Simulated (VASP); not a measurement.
**Bi: single point with LDA**

Crystal: Bi.

```xyz
1
Lattice="-4.1510 4.1510 1.3590 4.1510 -4.1510 1.3590 4.1510 4.1510 -1.3590" Properties=species:S:1:pos:R:3 pbc="T T T"
Bi    0.0000    0.0000    0.0000
```

The cell isn't the ideal one: strain -0.025 along x and y, -0.050 along z, atoms carried along.

```yaml
Program: VASP 6.6.1
Task: single point
Functional: LDA
Potentials_or_basis: VASP PAW LDA potentials, release 64 (Bi_d)
Cutoff: 520 eV
k_mesh: 10 × 10 × 10
Occupations: gaussian, width 0.05 eV
Spin: no spin polarisation
```

```yaml
Pressure: 0.4 GPa
Band_gap_on_the_k_mesh: none (metal or under the smearing width)
```

Stress tensor (GPa, compression positive):
```
-0.50  0.00  0.00
 0.00 -0.50  0.00
 0.00  0.00  2.20
```

Levels at points of the mesh, in eV from the Fermi level:
```
           k point  band 4  band 5  band 6  band 7  band 8  band 9  band 10  band 11  band 12  band 13
(0.00, 0.00, 0.00)  -22.68  -22.68  -12.51   -1.88   -1.88    2.46     4.31     7.14     7.76     7.76
(0.50, 0.00, 0.00)  -22.77  -22.43   -7.85   -4.57    1.99    2.01     6.13     6.32     8.24     9.42
(0.50, 0.50, 0.00)  -22.68  -22.68  -12.50   -2.28   -1.84    3.55     4.81     5.61     7.56     7.60
(0.50, 0.50, 0.50)  -22.68  -22.68  -12.49   -2.21   -2.21    3.64     6.29     6.29     6.99     8.22
```

Wall time 2.5 min on 1 thread of Intel(R) Xeon(R) Platinum 8488C (Sapphire Rapids), on a shared host, peak memory 0.31 GiB.

Caveat: spin-orbit coupling is left out, which moves the levels of the heavy elements.
